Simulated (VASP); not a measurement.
Here is the system:

```yaml
crystal:
  lattice:
    - [4.52139, 0.00000, 0.00000]
    - [-2.26069, 3.91564, 0.00000]
    - [0.00000, 0.00000, 10.24059]
  atoms:
    - { symbol: Cd, position: [0.00000, 0.49375, 0.66667] }
    - { symbol: Cd, position: [0.50625, 0.50625, 0.00000] }
    - { symbol: Cd, position: [0.49375, 0.00000, 0.33333] }
    - { symbol: Te, position: [0.00000, 0.49703, 0.16667] }
    - { symbol: Te, position: [0.50297, 0.50297, 0.50000] }
    - { symbol: Te, position: [0.49703, 0.00000, 0.83333] }
```

Level of theory: PBEsol GGA, VASP's PBE PAW potentials (set 64) (plane waves; VASP). Settings: 400 eV cut-off, Gaussian smearing of 0.050 eV, potentials Cd Te.

Unless said otherwise, spin-orbit coupling is left out, though it shifts the bands of the heavy elements here.

Give the energies of bands 19 to 31 at the high-symmetry points, in eV from the valence-band maximum.

```csv
band,Γ,M,K,A,L,H
19,-4.12,-5.09,-4.64,-5.03,-5.00,-5.04
20,-4.12,-4.79,-4.64,-2.15,-4.89,-4.02
21,-2.04,-3.78,-3.87,-2.15,-3.48,-4.02
22,-0.67,-2.72,-3.86,-1.61,-2.97,-2.88
23,-0.67,-2.29,-2.50,-1.61,-2.39,-2.88
24,-0.62,-1.72,-2.50,-0.69,-1.63,-2.68
25,-0.62,-1.51,-1.78,-0.56,-1.62,-2.68
26,-0.46,-1.21,-1.22,-0.56,-1.37,-1.66
27,-0.06,-1.14,-1.22,0.00,-1.08,-0.76
28,0.11,1.49,1.04,1.77,1.20,2.59
29,2.40,1.69,2.66,1.77,2.15,2.59
30,2.40,2.50,2.66,2.42,2.86,2.66
31,4.05,2.75,4.71,3.55,2.88,3.85
```

The gap is indirect, 0.11 eV, from the valence maximum at A to the conduction minimum at Γ.

The structure comes from a computed database's CdTe entry (P3_121); how it stands against other phases isn't given here. It was relaxed first, which changed the volume by -7 %.
